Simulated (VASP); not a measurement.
Output of a VASP run:

OSZICAR:
```
       N       E                     dE             d eps       ncg     rms          rms(c)
DAV:   1     0.575980036896E+02    0.57598E+02   -0.79051E+03  6384   0.118E+03
DAV:   2    -0.475339305772E+01   -0.62351E+02   -0.61269E+02  6612   0.365E+02
DAV:   3    -0.881641051358E+01   -0.40630E+01   -0.37511E+01 10547   0.573E+01
DAV:   4    -0.893196977918E+01   -0.11556E+00   -0.10912E+00 10209   0.780E+00
DAV:   5    -0.893333231379E+01   -0.13625E-02   -0.13615E-02  8964   0.734E-01    0.233E+01
DAV:   6    -0.892838817632E+01    0.49441E-02   -0.33182E-02  9883   0.218E+00    0.139E+01
DAV:   7    -0.894125099863E+01   -0.12863E-01   -0.58505E-02  9576   0.282E+00    0.378E-01
DAV:   8    -0.894100532441E+01    0.24567E-03   -0.33736E-03  8207   0.525E-01    0.904E-02
DAV:   9    -0.894102239501E+01   -0.17071E-04   -0.25330E-04 10426   0.168E-01    0.314E-02
DAV:  10    -0.894101534252E+01    0.70525E-05   -0.29573E-05  9087   0.500E-02    0.401E-02
DAV:  11    -0.894101602022E+01   -0.67770E-06   -0.33223E-06  6909   0.177E-02
   1 F= -.89410160E+01 E0= -.89414632E+01  d E =0.134168E-02
```

OUTCAR:
```
------------------------ aborting loop because EDIFF is reached ----------------------------------------
  FORCE on cell =-STRESS in cart. coord.  units (eV):
  Direction    XX          YY          ZZ          XY          YZ          ZX
  --------------------------------------------------------------------------------------
  Total       -0.1404455     -0.5994248      0.4164744     -0.1487087      0.0000000      0.0000000
  in kB       -3.6912918    -15.7545246     10.9460855     -3.9084706      0.0000000      0.0000000
  external PRESSURE =      -2.8332436 kB  Pullay stress =       0.0000000 kB
  volume of cell :       60.96
      direct lattice vectors                 reciprocal lattice vectors
     1.784123000 -3.145292000  0.000000000     0.280249736 -0.158967752  0.000000000
     1.784123000  3.145292000  0.000000000     0.280249736  0.158967752  0.000000000
     0.000000000  0.000000000  5.431556000     0.000000000  0.000000000  0.184109305
 POSITION                                       TOTAL-FORCE (eV/Angst)
 -----------------------------------------------------------------------------------
      1.78412      1.04843      1.35789         0.155008     -0.035593      0.000000
      1.87459     -1.04843      4.07367        -0.155008      0.035593      0.000000
 -----------------------------------------------------------------------------------
    total drift:                                0.000002     -0.000006      0.000000
  FREE ENERGIE OF THE ION-ELECTRON SYSTEM (eV)
  ---------------------------------------------------
  free  energy   TOTEN  =        -8.9410160202 eV

  energy  without entropy=       -8.9423577011  energy(sigma->0) =       -8.94146325
```
(Selected blocks of OUTCAR.)

### POSCAR
```
Tm
1
    1.7841230000    -3.1452920000     0.0000000000
    1.7841230000     3.1452920000     0.0000000000
    0.0000000000     0.0000000000     5.4315560000
Tm
2
Direct
  0.3333330000   0.6666670000   0.2500000000
  0.6920190000   0.3586850000   0.7500000000
```

Reconstruct the remaining input files.

Several could match; the one computed here: the input of the run itself, PBE GGA, plane waves, VASP's PBE PAW potentials (set 64).

INCAR:
```
SYSTEM = Tm
PREC = Accurate
ENCUT = 450
EDIFF = 1E-6
NELM = 100
ALGO = Normal
LREAL = .FALSE.
LASPH = .TRUE.
ISMEAR = 1
SIGMA = 0.1
GGA = PE
LMAXMIX = 6
LWAVE = .FALSE.
LCHARG = .FALSE.
ISIF = 2
```

### KPOINTS
```
Automatic mesh
0
Gamma
11 11 6
0 0 0
```

POTCAR, in this order: Tm_3 (PBE.64 set). Program: vasp_std.

The 4f electrons are frozen in the core of the lanthanide potential, so 4f levels, which can set the real gap, and their magnetism are missing.

The compound is Tm in the hcp structure. The cell was not relaxed at this level, atoms are displaced from their ideal sites. The run is one of a series of settings (ENCUT = 450 against the base run), some of them coarse on purpose.
